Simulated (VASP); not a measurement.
Runs of VASP 6.6.1 on RbAl. The cell holds a sheet with vacuum, 2 atoms: a = 5.235 Å, b = 5.235 Å, c = 23.800 Å, α = 90.00°, β = 90.00°, γ = 90.00°. The cell was built by a generator and needn't be a form met in nature.

```csv
cell,k mesh,gap on the mesh (eV),work function (eV)
"P4/mmm, 326.17 Å³/atom",10 × 10 × 1,none,(a)
"P4/mmm, 334.18 Å³/atom",4 × 4 × 1,none,-
"P4/mmm, 196.58 Å³/atom",4 × 4 × 1,none,2.69
"P4/mmm, 334.18 Å³/atom",10 × 10 × 1,none,-
```

Alike in all rows: task single point; level PBE; potentials or basis VASP PAW PBE potentials, release 64 (Rb_sv, Al); no spin polarisation; cutoff (eV) 520; smearing gaussian 0.1 eV.

**Question.** Estimate the missing entries.

**Answer.** (a) 2.80.

A k mesh can miss the band edges, and the runs leave out spin-orbit coupling on Rb.

A gap of «none» marks a metal or a gap under the smearing width.
